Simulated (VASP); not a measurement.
# Si2W: input slips in a relaxation and what they do

Some relaxations of Si2W get a fault in the input on purpose. Which of them show, and how? The starting structure is a measured crystal structure from the Crystallography Open Database. The first relaxation on each setting starts from this cell expanded by 3 % in volume.

Program: VASP 6.6.1. Level of theory: Kohn-Sham DFT with plane waves and PAW; PBEsol. Results are calculated unless marked as measured.

### 1. Set-up

It takes space group I4/mmm (No. 139, tetragonal). Conventional cell: a = 3.214 Å, b = 3.214 Å, c = 7.830 Å, α = 90.00°, β = 90.00°, γ = 90.00°. Nearest to W lie 10 Si at 2.62 Å. Si has 5 Si at 2.59 to 2.63 Å and 5 W at 2.62 Å nearest. Farther neighbours are not listed.

### 2. Reference relaxation

This run starts from the cell of an earlier relaxation, which isn't shown; the restart sets up the plane waves anew.

Input file INCAR:

```
SYSTEM = Si2W
PREC = Accurate
ENCUT = 450
EDIFF = 1E-06
NELM = 100
ISMEAR = 0
SIGMA = 0.05
LREAL = .FALSE.
ALGO = Normal
GGA = PS
NBANDS = 13
LASPH = .TRUE.
LORBIT = 11
LWAVE = .FALSE.
LCHARG = .FALSE.
KPAR = 4
IBRION = 2
NSW = 50
ISIF = 3
EDIFFG = -0.006
```

Input file POSCAR:

```
Si2W
1.0
    0.0000000000     -3.2010415477      0.0000000000
   -3.2010415477      0.0000000000      0.0000000000
    1.6005207739     -1.6005207739     -3.9073589165
W Si
1 2
Direct
    0.0000000000      0.0000000000      0.0000000000
    0.6655954464      0.3344045536      0.6688091071
    0.3344045536      0.6655954464      0.3311908929
```

Input file KPOINTS:

```
Automatic mesh
0
Gamma
12 12 12
0 0 0
```

PAW data sets: W and Si (PBE family, release 64).

Command:

```console
$ mpirun -np 4 vasp_std
```

The log of the run:

```text
[banner, memory and clock lines left out]
running    4 mpi-ranks, on    1 nodes
 distrk:  each k-point on    1 cores,    4 groups
 distr:  one band on    1 cores,    1 groups

 POSCAR found type information on POSCAR W Si
 POSCAR found :  2 types and       3 ions
|                                                                             |
|               ----> ADVICE to this user running VASP <----                  |
|                                                                             |
|     You enforced a specific xc type in the INCAR file but a different       |
|     [... a line on the potential file left out ...]
|     I HOPE YOU KNOW WHAT YOU ARE DOING!                                     |
|                                                                             |

 LDA part: xc-table for (Slater+PW92), standard interpolation
 POSCAR, INCAR and KPOINTS ok, starting setup
 FFT: planning ... GRIDC
 FFT: planning ... GRID_SOFT
 FFT: planning ... GRID
 WAVECAR not read
 entering main loop
       N       E                     dE             d eps       ncg     rms          rms(c)
DAV:   1     0.216271213216E+02    0.21627E+02   -0.54583E+03  4270   0.827E+02
DAV:   2    -0.255208123538E+02   -0.47148E+02   -0.43189E+02  5352   0.175E+02
DAV:   3    -0.275919304953E+02   -0.20711E+01   -0.20284E+01  5876   0.300E+01
DAV:   4    -0.276155387490E+02   -0.23608E-01   -0.23591E-01  4974   0.371E+00
DAV:   5    -0.276158808546E+02   -0.34211E-03   -0.34206E-03  6015   0.380E-01    0.269E+01
DAV:   6    -0.268709825871E+02    0.74490E+00   -0.20716E+00  6232   0.901E+00    0.113E+01
DAV:   7    -0.267490266750E+02    0.12196E+00   -0.20080E-01  4823   0.299E+00    0.553E+00
DAV:   8    -0.267251168773E+02    0.23910E-01   -0.39124E-02  5534   0.141E+00    0.522E-01
DAV:   9    -0.267248253726E+02    0.29150E-03   -0.20278E-03  5050   0.306E-01    0.285E-01
DAV:  10    -0.267247911986E+02    0.34174E-04   -0.31722E-04  5366   0.112E-01    0.581E-02
DAV:  11    -0.267247743609E+02    0.16838E-04   -0.48552E-05  5335   0.483E-02    0.208E-02
DAV:  12    -0.267247745530E+02   -0.19212E-06   -0.15937E-06  3743   0.993E-03
   1 F= -.26724775E+02 E0= -.26724654E+02  d E =-.267248E+02
 curvature:   0.00 expect dE= 0.000E+00 dE for cont linesearch  0.000E+00
 trial: gam= 0.00000 g(F)=  0.447E-08 g(S)=  0.253E-05 ort = 0.000E+00 (trialstep = 0.100E+01)
 search vector abs. value=  0.254E-05
 reached required accuracy - stopping structural energy minimisation
```

The job ended after 23 s (4 MPI ranks of AMD EPYC 7R43, shared host; peak memory 0.65 GiB).

Lines that name or quote the potential files are left out of all logs, and their timing lines are given in words.

OUTCAR, selected parts (step 2):

```text
ion  position               nearest neighbor table
   1  0.000  0.000  0.000-   2 2.61   3 2.61   3 2.61   2 2.61   2 2.61   3 2.61   3 2.61   2 2.61
                             3 2.61   2 2.61
   2  0.666  0.334  0.669-   3 2.59   1 2.61   1 2.61   1 2.61   1 2.61   1 2.61   3 2.62   3 2.62
                             3 2.62   3 2.62
   3  0.334  0.666  0.331-   2 2.59   1 2.61   1 2.61   1 2.61   1 2.61   1 2.61   2 2.62   2 2.62
                             2 2.62   2 2.62

  LATTYP: Found a body centered tetragonal cell.
 ALAT       =     3.2010415477
 C/A-ratio  =     2.4413047180

 Subroutine GETGRP returns: Found 16 space group operations
 (whereof 16 operations were pure point group operations)

The static configuration has the point symmetry D_4h.

 Found    163 irreducible k-points:

   k-points           NKPTS =    163   k-points in BZ     NKDIM =    163   number of bands    NBANDS=     13

   dimension x,y,z NGX =    24 NGY =   24 NGZ =   32
   dimension x,y,z NGXF=    48 NGYF=   48 NGZF=   64

   ENCUT  =  450.0 eV  33.07 Ry    5.75 a.u.   5.54  5.54  7.81*2*pi/ulx,y,z

   NELECT =      14.0000    total number of electrons

 k-points in reciprocal lattice and weights: Automatic mesh
   0.00000000  0.00000000  0.00000000       0.001
   0.08333333  0.00000000  0.00000000       0.005
   0.16666667  0.00000000 -0.00000000       0.005
   0.25000000  0.00000000  0.00000000       0.005
   0.33333333  0.00000000  0.00000000       0.005
   0.41666667  0.00000000  0.00000000       0.005
   0.50000000  0.00000000  0.00000000       0.002
   0.08333333  0.08333333  0.00000000       0.002
   0.16666667  0.08333333 -0.00000000       0.009
[...]
-0.08333333  0.08333333  0.41666667       0.002
   0.00000000  0.00000000  0.50000000       0.001

 average (electrostatic) potential at core
       1 -34.5060       2 -78.9486       3 -78.9486

 E-fermi :  10.6178

 k-point     1 :       0.0000    0.0000    0.0000
  band No.  band energies     occupation
    ...
      2       3.6495      2.00000
      3       6.8296      2.00000
      4       7.1622      2.00000
      5       7.7053      2.00000
      6       7.7053      2.00000
      7      11.1849      0.00000
      8      13.4231      0.00000
      9      13.4828      0.00000
     10      13.7535      0.00000
     11      13.7535      0.00000
    ...

 k-point     2 :       0.0833    0.0000    0.0000
  band No.  band energies     occupation
    ...
      2       3.6611      2.00000
      3       6.4206      2.00000
      4       7.1654      2.00000
      5       7.7949      2.00000
      6       7.8655      2.00000
      7      10.6843      0.05968
      8      13.0288      0.00000
      9      13.3165      0.00000
     10      13.8800      0.00000
     11      14.3228      0.00000
    ...

 k-point     3 :       0.1667    0.0000   -0.0000
  band No.  band energies     occupation
    ...
      3       5.6853      2.00000
      4       7.0732      2.00000
      5       8.0361      2.00000
      6       8.0477      2.00000
      7       9.8345      2.00000
      8      12.2141      0.00000
      9      12.9034      0.00000
     10      14.7332      0.00000
     11      15.0627      0.00000
     12      15.5934      0.00000
    ...

  Total       -0.0032764     -0.0032764      0.0116584      0.0000000      0.0000000     -0.0000000
  in kB       -0.1311101     -0.1311101      0.4665360      0.0000000      0.0000000     -0.0000000
  external PRESSURE =       0.0681052 kB  Pullay stress =       0.0000000 kB

  energy-cutoff  :      450.00
  volume of cell :       40.04
      direct lattice vectors                 reciprocal lattice vectors
     0.000000000 -3.201041548  0.000000000     0.000000000 -0.312398319  0.127963673
    -3.201041548  0.000000000  0.000000000    -0.312398319  0.000000000 -0.127963673
     1.600520774 -1.600520774 -3.907358916     0.000000000  0.000000000 -0.255927347

 POSITION                                       TOTAL-FORCE (eV/Angst)
 -----------------------------------------------------------------------------------
      0.00000      0.00000      0.00000         0.000000     -0.000000      0.000000
     -0.00000     -3.20104     -2.61328         0.000000     -0.000000     -0.000215
     -1.60052     -1.60052     -1.29408        -0.000000      0.000000      0.000215
 -----------------------------------------------------------------------------------
    total drift:                                0.000000     -0.000000      0.000000

  FREE ENERGIE OF THE ION-ELECTRON SYSTEM (eV)
  ---------------------------------------------------
  free  energy   TOTEN  =       -26.7247745530 eV

  energy  without entropy=      -26.7245333327  energy(sigma->0) =      -26.72465394

 reached required accuracy - stopping structural energy minimisation

 total charge
# of ion       s       p       d       tot
------------------------------------------
    1        0.562   0.684   4.540   5.786
    2        0.736   0.896   0.000   1.633
    3        0.736   0.896   0.000   1.633
--------------------------------------------------
tot          2.035   2.476   4.540   9.051

[... 3 further parts left out ...]
```

CONTCAR:

```
Si2W
   1.00000000000000
     0.0000000000000000   -3.2010415477000000    0.0000000000000000
    -3.2010415477000000    0.0000000000000000    0.0000000000000000
     1.6005207739000000   -1.6005207739000000   -3.9073589164999998
  W               Si
     1     2
Direct
     0.0000000000000000    0.0000000000000000    0.0000000000000000
     0.6655954463999976    0.3344045536000024    0.6688091071000031
     0.3344045536000024    0.6655954463999976    0.3311908928999969
```

The PAW data sets were made with PBE, which is usual practice but a small mismatch for other functionals. The data set W keeps the semicore shell frozen, which is cheaper and a little less accurate. The run keeps the 16 symmetry operations of its start, so it cannot find a distortion of lower symmetry.

The reference relaxation ends at 13.346 Å³ an atom.

### 3. Relaxation with too few ionic steps

A slip made on purpose: too few ionic steps. Against step 2 the input has NSW = 2 (also changed: NELM).

INCAR, as its differences from that of step 2:

```diff
@@ -4,3 +4,3 @@
 EDIFF = 1E-06
-NELM = 100
+NELM = 60
 ISMEAR = 0
@@ -17,3 +17,3 @@
 IBRION = 2
-NSW = 50
+NSW = 2
 ISIF = 3
```

Input file POSCAR:

```
Si2W
1.0
    0.0000000000     -3.2456218715      0.0000000000
   -3.2456218715      0.0000000000      0.0000000000
    1.6228109358     -1.6228109358     -3.9537144022
W Si
1 2
Direct
    0.0000000000      0.0000000000      0.0000000000
    0.6653000000      0.3347000000      0.6694000000
    0.3347000000      0.6653000000      0.3306000000
```

KPOINTS is that of step 2.

Command:

```console
$ mpirun -np 4 vasp_std
```

The log of the run:

```text
[banner, memory and clock lines left out]
running    4 mpi-ranks, on    1 nodes
[...]
[... a notice as in an earlier step ...]

 LDA part: xc-table for (Slater+PW92), standard interpolation
 POSCAR, INCAR and KPOINTS ok, starting setup
[...]
entering main loop
       N       E                     dE             d eps       ncg     rms          rms(c)
DAV:   1     0.206765651582E+02    0.20677E+02   -0.55006E+03  4302   0.829E+02
DAV:   2    -0.255359023686E+02   -0.46212E+02   -0.41925E+02  5292   0.170E+02
DAV:   3    -0.275881964975E+02   -0.20523E+01   -0.19886E+01  5830   0.298E+01
DAV:   4    -0.276152942463E+02   -0.27098E-01   -0.27060E-01  4980   0.390E+00
[...]
DAV:  10    -0.266800441919E+02    0.36679E-04   -0.36804E-04  5369   0.121E-01    0.474E-02
DAV:  11    -0.266800256037E+02    0.18588E-04   -0.62766E-05  5468   0.547E-02    0.217E-02
DAV:  12    -0.266800259076E+02   -0.30384E-06   -0.22556E-06  4421   0.115E-02
   1 F= -.26680026E+02 E0= -.26679884E+02  d E =-.266800E+02
[...]
N       E                     dE             d eps       ncg     rms          rms(c)
DAV:   1    -0.266962741807E+02   -0.16249E-01   -0.63654E+00  4453   0.180E+01    0.814E+00
DAV:   2    -0.265877965450E+02    0.10848E+00   -0.19801E-01  5226   0.339E+00    0.332E+00
DAV:   3    -0.265623778204E+02    0.25419E-01   -0.27120E-02  4878   0.112E+00    0.108E+00
DAV:   4    -0.265586479710E+02    0.37298E-02   -0.50587E-03  5257   0.450E-01    0.189E-01
DAV:   5    -0.265586735991E+02   -0.25628E-04   -0.13091E-04  5306   0.908E-02    0.943E-02
DAV:   6    -0.265586647181E+02    0.88809E-05   -0.11490E-04  4871   0.586E-02    0.181E-02
DAV:   7    -0.265586612871E+02    0.34311E-05   -0.10130E-05  5333   0.223E-02    0.130E-02
DAV:   8    -0.265586612533E+02    0.33802E-07   -0.27548E-07  2699   0.421E-03
   2 F= -.26558661E+02 E0= -.26558494E+02  d E =0.121365E+00
 trial-energy change:    0.121365  1 .order    0.136288   -0.244518    0.517094
 step:   0.3477(harm=  0.3211)  dis= 0.00093  next Energy=   -26.723165 (dE=-0.431E-01)
```

Wall time 27 s (4 MPI ranks); peak memory 0.73 GiB.

Parts of OUTCAR (step 3):

```text
  Total        4.4075943      4.4075943      5.4112349      0.0000000      0.0000000     -0.0000000
  in kB      189.3747586    189.3747586    232.4967401      0.0000000      0.0000000     -0.0000000
  external PRESSURE =     203.7487524 kB  Pullay stress =       0.0000000 kB

 POSITION                                       TOTAL-FORCE (eV/Angst)
 -----------------------------------------------------------------------------------
     -1.56457     -1.56457     -3.80836         0.000000     -0.000000      0.000000
      0.00000     -3.12915     -2.55189        -0.000000      0.000000      0.337613
     -1.56457     -1.56457     -1.25646         0.000000     -0.000000     -0.337613
 -----------------------------------------------------------------------------------
    total drift:                               -0.000000      0.000000      0.000000

  FREE ENERGIE OF THE ION-ELECTRON SYSTEM (eV)
  ---------------------------------------------------
  free  energy   TOTEN  =       -26.5586612533 eV

  energy  without entropy=      -26.5583261387  energy(sigma->0) =      -26.55849370

[... 1 part as in an earlier step ...]

[... 2 further parts left out ...]
[key lines of the parts left out:]
E-fermi :  11.5859
```

The relaxation used up its 2 ionic steps (NSW) before forces and stress met EDIFFG.

### 4. Relaxation with a leftover external pressure of 100 kbar

A slip made on purpose: a leftover external pressure of 100 kbar. Against step 2 the input has PSTRESS = 100 (also changed: NELM).

INCAR, as its differences from that of step 3:

```diff
@@ -17,4 +17,5 @@
 IBRION = 2
-NSW = 2
+NSW = 50
 ISIF = 3
 EDIFFG = -0.006
+PSTRESS = 100
```

POSCAR is that of step 3.

KPOINTS is that of step 3.

Command:

```console
$ mpirun -np 4 vasp_std
```

The log of the run:

```text
[... set-up lines as in an earlier step ...]
 entering main loop
       N       E                     dE             d eps       ncg     rms          rms(c)
[... 12 cycles as in an earlier step ...]
   1 F= -.24080522E+02 E0= -.24080380E+02  d E =-.240805E+02
[... from here on, the cycles between the ionic steps are left out ...]
   2 F= -.23191031E+02 E0= -.23190862E+02  d E =0.889490E+00
   3 F= -.24271852E+02 E0= -.24271703E+02  d E =-.191330E+00
   4 F= -.24272542E+02 E0= -.24272393E+02  d E =-.192021E+00
   5 F= -.24272555E+02 E0= -.24272405E+02  d E =-.192033E+00
   6 F= -.24274589E+02 E0= -.24274484E+02  d E =-.203376E-02
   7 F= -.24274854E+02 E0= -.24274751E+02  d E =-.229889E-02
   8 F= -.24274943E+02 E0= -.24274840E+02  d E =-.892423E-04
   9 F= -.24274983E+02 E0= -.24274880E+02  d E =-.128783E-03
  10 F= -.24274988E+02 E0= -.24274885E+02  d E =-.563999E-05
  11 F= -.24275004E+02 E0= -.24274901E+02  d E =-.214265E-04
[...]
reached required accuracy - stopping structural energy minimisation
```

It took 84 s on 4 MPI ranks; peak memory 0.75 GiB; 5.5 min of CPU time.

From OUTCAR (step 4):

```text
  Total        2.4029859      2.4029859      2.4109291      0.0000000      0.0000000     -0.0000000
  in kB       99.9407084     99.9407084    100.2710708      0.0000000      0.0000000     -0.0000000
  external PRESSURE =       0.0508292 kB  Pullay stress =     100.0000000 kB

 POSITION                                       TOTAL-FORCE (eV/Angst)
 -----------------------------------------------------------------------------------
      0.00000     -0.00000     -0.00000         0.000000      0.000000      0.000000
      0.00000     -3.15711     -2.58038        -0.000000      0.000000      0.002627
     -1.57855     -1.57855     -1.28454         0.000000     -0.000000     -0.002627
 -----------------------------------------------------------------------------------
    total drift:                                0.000000      0.000000      0.000000

  FREE ENERGIE OF THE ION-ELECTRON SYSTEM (eV)
  ---------------------------------------------------
  free  energy   TOTEN  =       -26.6794154436 eV

  energy  without entropy=      -26.6792096255  energy(sigma->0) =      -26.67931253

[... 2 parts as in an earlier step ...]

[... 2 further parts left out ...]
[key lines of the parts left out:]
E-fermi :  11.1539
```

Logs of long relaxations may skip ionic steps without a mark.

With a leftover external pressure of 100 kbar the cell ends at 12.841 Å³ an atom, -3.78 % from the reference.

### 5. Relaxation with a smearing far too wide

A slip made on purpose: a smearing far too wide. Against step 2 the input has SIGMA = 2 (also changed: NELM).

INCAR, as its differences from that of step 4:

```diff
@@ -6,3 +6,3 @@
 ISMEAR = 0
-SIGMA = 0.05
+SIGMA = 2
 LREAL = .FALSE.
@@ -20,2 +20 @@
 EDIFFG = -0.006
-PSTRESS = 100
```

POSCAR is that of step 4.

KPOINTS is that of step 4.

Command:

```console
$ mpirun -np 4 vasp_std
```

The log of the run:

```text
[... set-up lines as in an earlier step ...]
 entering main loop
       N       E                     dE             d eps       ncg     rms          rms(c)
DAV:   1     0.197137694922E+02    0.19714E+02   -0.55006E+03  4302   0.829E+02
DAV:   2    -0.263681751309E+02   -0.46082E+02   -0.42033E+02  5292   0.170E+02
DAV:   3    -0.284493827064E+02   -0.20812E+01   -0.20117E+01  5830   0.298E+01
DAV:   4    -0.284779426037E+02   -0.28560E-01   -0.28469E-01  4980   0.392E+00
[...]
DAV:  10    -0.275090728245E+02    0.16805E-04   -0.39641E-04  5381   0.131E-01    0.599E-02
DAV:  11    -0.275090508519E+02    0.21973E-04   -0.74720E-05  5335   0.589E-02    0.210E-02
DAV:  12    -0.275090514696E+02   -0.61777E-06   -0.24676E-06  4596   0.122E-02
   1 F= -.27509051E+02 E0= -.26368598E+02  d E =-.275091E+02
[...]
2 F= -.27515386E+02 E0= -.26404193E+02  d E =-.633436E-02
[...]
3 F= -.27515565E+02 E0= -.26400557E+02  d E =-.651309E-02
[...]
4 F= -.27516469E+02 E0= -.26379800E+02  d E =-.904274E-03
[...]
5 F= -.27516938E+02 E0= -.26388462E+02  d E =-.137349E-02
[...]
6 F= -.27517084E+02 E0= -.26389005E+02  d E =-.145627E-03
 trial-energy change:   -0.000146  1 .order   -0.000144   -0.000286   -0.000003
 step:   0.9097(harm=  0.9097)  dis= 0.00214  next Energy=   -27.517083 (dE=-0.144E-03)
 reached required accuracy - stopping structural energy minimisation
```

Wall time 53 s (4 MPI ranks); peak memory 0.72 GiB.

(Continued in part 2 of 2.)

[Lines on the potential files, build, host, timing and source positions are cut from VASP's logs without a mark.]

[Logs are printed without paths, hosts, clocks, repeated set-up lines and the standing remarks that a program may print on its own settings, such as how far it seeks lower states.]

[Hosts, paths, dates, database ids (printed as entryN), source tags and the programs' standing remarks are cut or masked in the printed files.]
